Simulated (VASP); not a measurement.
A convergence study with VASP on GaN (wurtzite): one setting is varied, all else stays as given below, so the limit is that of these other settings.

```
GaN
1.0
    1.59500    -2.76262     0.00000
    1.59500     2.76262     0.00000
    0.00000     0.00000     5.19000
Ga N
2 2
Cartesian
  1.59500  -0.92088   2.59500
  1.59500   0.92088   0.00000
  1.59500  -0.92088   4.55163
  1.59500   0.92088   1.95663
```

All values below come from LDA (Ceperley-Alder, Perdew-Zunger), VASP's LDA PAW potentials (set 64) (plane waves; VASP 6.6.1). The tightest run used: 700 eV cut-off, 17×17×9 Γ-centred mesh, tetrahedra with Blöchl corrections, potentials Ga_d N.

**Question.** The settings run are 3×3×2 mesh; 4×4×2 mesh; 5×5×3 mesh; 6×6×3 mesh; 7×7×4 mesh; 8×8×4 mesh; 9×9×5 mesh; 10×10×6 mesh; 11×11×6 mesh; 12×12×7 mesh; 13×13×7 mesh; 14×14×8 mesh; 15×15×8 mesh; 16×16×9 mesh; 17×17×9 mesh. From which on does the stress (every component) stay within 0.5 GPa of the tightest run?

**Answer.** From 4×4×2 mesh on: it is off by 0.39 there and by no more than 0.5 in any finer run, while 3×3×2 mesh is off by 1.27.
```tsv
setting	E (eV/atom)	pressure (GPa)	irreducible k-points	difference judged (GPa)
3×3×2 mesh	-6.8964	-5.46	6	1.27
4×4×2 mesh	-6.9563	-5.67	8	0.39
5×5×3 mesh	-6.9683	-5.63	10	0.15
6×6×3 mesh	-6.9713	-5.61	14	0.06
7×7×4 mesh	-6.9729	-5.59	24	0.04
8×8×4 mesh	-6.9731	-5.59	30	0.02
9×9×5 mesh	-6.9732	-5.57	36	0.01
10×10×6 mesh	-6.9733	-5.58	56	0.00
11×11×6 mesh	-6.9733	-5.58	64	0.00
12×12×7 mesh	-6.9733	-5.58	76	0.00
13×13×7 mesh	-6.9733	-5.58	84	0.00
14×14×8 mesh	-6.9733	-5.58	120	0.00
15×15×8 mesh	-6.9733	-5.58	135	0.00
16×16×9 mesh	-6.9733	-5.58	150	0.00
17×17×9 mesh	-6.9733	-5.58	165	0.00
```

Left out are rungs that failed or repeat a setting and relaxations that didn't move; long series are thinned to 24 rows.

The compound is GaN in the wurtzite structure. The cell was not relaxed at this level.
